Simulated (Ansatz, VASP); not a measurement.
# MoRu69 ((10-13) twin boundary in hcp Ru) in two plane-wave programs, part 2 of 2

One calculation is typed for both programs; each brings its own data sets. How far apart do they land? The structure shown is the start of the Ansatz relaxation below; VASP solves that cell, so the two are compared at the walk's first step.

VASP 6.6.1 and Ansatz 0.2.0.

So far: The structure; Ansatz: relaxation, PBE.

## 3. VASP: single point, PBE, start cell

Level of this step: PBE; plane waves and PAW (Ru_pv, Mo_sv) (VASP).

The same cell, functional, mesh and smearing now go to VASP, with its own data sets.

Lines of VASP's logs that name or quote its potential files are left out, and so is its time.

INCAR

```
SYSTEM = MoRu69
PREC = Accurate
ENCUT = 400
EDIFF = 1E-06
NELM = 120
ISMEAR = -1
SIGMA = 0.1
LREAL = Auto
ALGO = Normal
GGA = PE
NBANDS = 568
LASPH = .TRUE.
LORBIT = 11
LWAVE = .FALSE.
LCHARG = .FALSE.
ISIF = 2
GGA_COMPAT = .FALSE.
KPAR = 4
```

POSCAR

```
MoRu69
1.0
    9.2010600000      0.0000000000      0.0000000000
    2.4033800000      4.8691500000      0.0000000000
    0.0000000000      0.0000000000     22.2132500000
Ru Mo
69 1
Direct
    0.2540961681      0.0594354251      0.9997186364
    0.4858928948      0.1355883470      0.0595185306
    0.1874470614      0.3594056457      0.1014979798
    0.7273812444      0.2044710062      0.1132612292
    0.4329736221      0.4252692975      0.1594318706
    0.9751192314      0.2686505858      0.1720504654
    0.6769607817      0.4922830473      0.2148807581
    0.2184733525      0.3361572348      0.2236593024
    0.9197990787      0.0601542364      0.2720718490
    0.4638155697      0.4021441114      0.2791216954
    0.1629362514      0.1277841102      0.3243019369
    0.7048431997      0.4713759075      0.3368485026
    0.4078394856      0.1941201236      0.3800389407
    0.9513456563      0.0364950761      0.3942916953
    0.6584341011      0.2561843443      0.4389497260
    0.1969383048      0.1022971155      0.4422315510
    0.8946809207      0.3289896594      0.4997377691
    0.4343180083      0.1742603945      0.4997287655
    0.9410955806      0.2941786554      0.9475920903
    0.4858982593      0.1355678096      0.9399209931
    0.1874850309      0.3593851083      0.8979505475
    0.7273974773      0.2044504688      0.8861917999
    0.4329844905      0.4252692975      0.8400211585
    0.9751409680      0.2686505858      0.8273980620
    0.6769607817      0.4922830473      0.7845677692
    0.2185058182      0.3361161599      0.7757892249
    0.9198261799      0.0601336989      0.7273901838
    0.4638318025      0.4021235739      0.7203403374
    0.1629471197      0.1277841102      0.6751510923
    0.7048431997      0.4713759075      0.6626090284
    0.4078503539      0.1941201236      0.6194185903
    0.9513347879      0.0364950761      0.6051703375
    0.6584341011      0.2561843443      0.5605078050
    0.1969274365      0.1022971155      0.5572394854
    0.2541012783      0.5594200220      0.9997186364
    0.9410682252      0.7942043272      0.0518699425
    0.4858871367      0.6355729439      0.0595185306
    0.1874468071      0.8594107801      0.1014979798
    0.7273809901      0.7044761406      0.1132612292
    0.4329733678      0.9252744319      0.1594318706
    0.9751189771      0.7686557202      0.1720504654
    0.6769605274      0.9922881817      0.2148807581
    0.2184675944      0.8361418317      0.2236593024
    0.9197988244      0.5601593707      0.2720718490
    0.4638153154      0.9021492458      0.2791216954
    0.1629359971      0.6277892445      0.3243019369
    0.7048374417      0.9713605044      0.3368485026
    0.4078392313      0.6941252580      0.3800389407
    0.9513507665      0.5364796730      0.3942916953
    0.6584229785      0.7561894787      0.4389497260
    0.1969380505      0.6023022499      0.4422315510
    0.8946806664      0.8289947938      0.4997377691
    0.4343177540      0.6742655289      0.4997287655
    0.9410953263      0.7941837898      0.9475920903
    0.4858980050      0.6355729439      0.9399209931
    0.1874847766      0.8593902427      0.8979505475
    0.7273972230      0.7044556031      0.8861917999
    0.4329896007      0.9252538944      0.8400211585
    0.9751407137      0.7686557202      0.8273980620
    0.6769605274      0.9922881817      0.7845677692
    0.2184946956      0.8361212943      0.7757892249
    0.9198150573      0.5601388333      0.7273901838
    0.4638315482      0.9021287083      0.7203403374
    0.1629468654      0.6277892445      0.6751510923
    0.7048374417      0.9713605044      0.6626090284
    0.4078500996      0.6941252580      0.6194185903
    0.9513398982      0.5364796730      0.6051703375
    0.6584229785      0.7561894787      0.5605078050
    0.1969271822      0.6023022499      0.5572394854
    0.9410684795      0.2941991929      0.0518699425
```

KPOINTS

```
Automatic mesh
0
Gamma
2 3 1
0 0 0
```

The projector-augmented-wave data sets are Ru_pv and Mo_sv (PBE family, release 64).

Command:

```sh
> mpirun -np 8 vasp_std
```

Numbers of over 12 decimals in the logs are rounded to 6 here.

The program printed:

```text
[banner, memory and clock lines left out]
running    8 mpi-ranks, on    1 nodes
[...]
|                                                                             |
|           W    W    AA    RRRRR   N    N  II  N    N   GGGG   !!!           |
|           W    W   A  A   R    R  NN   N  II  NN   N  G    G  !!!           |
|           W    W  A    A  R    R  N N  N  II  N N  N  G       !!!           |
|           W WW W  AAAAAA  RRRRR   N  N N  II  N  N N  G  GGG   !            |
|           WW  WW  A    A  R   R   N   NN  II  N   NN  G    G                |
|           W    W  A    A  R    R  N    N  II  N    N   GGGG   !!!           |
|                                                                             |
|     For optimal performance we recommend to set                             |
|       NCORE = 2 up to number-of-cores-per-socket                            |
|     NCORE specifies how many cores store one orbital (NPAR=cpu/NCORE).      |
|     This setting can greatly improve the performance of VASP for DFT.       |
[...]
|                                                                             |
|        The reciprocal lattice is simple monoclinic,                         |
|        whereas your k-lattice is base centered orthorhombic.                |
|                                                                             |
|     Results are often still useful ...                                      |
|                                                                             |

 POSCAR, INCAR and KPOINTS ok, starting setup
[...]
entering main loop
       N       E                     dE             d eps       ncg     rms          rms(c)
DAV:   1     0.118972186803E+05    0.11897E+05   -0.50862E+05  4736   0.159E+03
DAV:   2    -0.327155297217E+02   -0.11930E+05   -0.11621E+05  4648   0.553E+02
DAV:   3    -0.645186297778E+03   -0.61247E+03   -0.57255E+03  5976   0.114E+02
DAV:   4    -0.685927758884E+03   -0.40741E+02   -0.39369E+02  5800   0.214E+01
[...]
DAV:  28    -0.641256093041E+03    0.44858E-05   -0.13321E-05  5040   0.111E-02    0.236E-02
DAV:  29    -0.641256089859E+03    0.31823E-05   -0.90623E-06  4800   0.986E-03    0.588E-03
DAV:  30    -0.641256090033E+03   -0.17445E-06   -0.22436E-06  3368   0.494E-03
   1 F= -.64125609E+03 E0= -.64018221E+03  d E =-.214775E+01
```

Parts of OUTCAR (step 3):

```text
 POSITION                                       TOTAL-FORCE (eV/Angst)
 -----------------------------------------------------------------------------------
      2.48080      0.28940     22.20700        -0.034947      0.018373     -0.105296
      4.79660      0.66020      1.32210         0.050996     -0.028623     -0.050492
      2.58850      1.75000      2.25460         0.262267      0.078036      0.129450
      7.18410      0.99560      2.51590        -0.272546     -0.032481      0.231090
      5.00590      2.07070      3.54150         0.045762      0.045446      0.127284
      9.61780      1.30810      3.82180        -0.017102      0.001600     -0.259486
      7.41190      2.39700      4.77320        -0.025915     -0.030906     -0.081163
      2.81810      1.63680      4.96820        -0.026282     -0.011263      0.041234
      8.60770      0.29290      6.04360        -0.029949     -0.020429      0.054620
      5.23410      1.95810      6.20020        -0.000421     -0.008855      0.048948
      1.80630      0.62220      7.20380        -0.046973      0.023517      0.012041
      7.61820      2.29520      7.48250         0.004138      0.005997     -0.046636
      4.21910      0.94520      8.44190         0.058477     -0.014905     -0.009818
      8.84110      0.17770      8.75850         0.004804     -0.005241      0.015795
[...]
-----------------------------------------------------------------------------------
    total drift:                               -0.006235     -0.041304     -0.013198

  FREE ENERGIE OF THE ION-ELECTRON SYSTEM (eV)
  ---------------------------------------------------
  free  energy   TOTEN  =      -641.2560900331 eV

  energy  without entropy=     -639.1083364314  energy(sigma->0) =     -640.18221323
```

The run ends at a pressure of -2.49 GPa, with forces up to 0.55 eV/Å.

## 4. Side by side

Known differences besides the potentials themselves: the data sets hold 1118 valence electrons in Ansatz (on its default PAW (the set named soft_2) files) and 980 in VASP; the cutoff is 420 eV in Ansatz and 400 eV in VASP (PREC = Accurate, projectors in real space). Total energies have different zeros and are not compared.

Forces on 8 of the 70 atoms, those with the largest forces and the largest differences (eV/Å; atoms numbered as in POSCAR):

| atom | Ansatz x, y, z | VASP x, y, z |
| --- | --- | --- |
| Ru3 | 0.257, 0.077, 0.122 | 0.262, 0.078, 0.129 |
| Ru4 | -0.265, -0.033, 0.226 | -0.273, -0.032, 0.231 |
| Ru6 | -0.016, 0.002, -0.263 | -0.017, 0.002, -0.259 |
| Ru19 | 0.182, -0.095, -0.414 | 0.184, -0.095, -0.515 |
| Ru36 | 0.114, -0.050, -0.056 | 0.115, -0.050, 0.002 |
| Ru38 | 0.082, -0.239, 0.099 | 0.084, -0.246, 0.105 |
| Ru39 | -0.165, 0.244, 0.197 | -0.168, 0.254, 0.202 |
| Mo70 | -0.168, 0.071, 0.092 | -0.169, 0.073, 0.169 |

The forces differ by 11 meV/Å r.m.s., which is 14.2 % of the r.m.s. force of 0.075 eV/Å (both taken over all components).

## 5. What came out

```json
{
  "r.m.s. force difference (single point, PBE, start cell)": "11 meV/Å"
}
```

What this shows: The r.m.s. force difference is 11 meV/Å (single point, PBE, start cell), within the 12 meV/Å picked in this series as the mark of a large difference. The data sets hold unlike numbers of valence electrons (1118 in Ansatz and 980 in VASP), so part of the differences comes from the potentials. 1 further run of this series is not shown here. How closely two codes agree says nothing of how well the functional describes the real material.

[Lines on the potential files, build, host, timing and source positions are cut from VASP's logs without a mark.]

[Logs are printed without paths, hosts, clocks, repeated set-up lines and the standing remarks that a program may print on its own settings, such as how far it seeks lower states.]

[Hosts, paths, dates, database ids (printed as entryN), source tags and the programs' standing remarks are cut or masked in the printed files.]
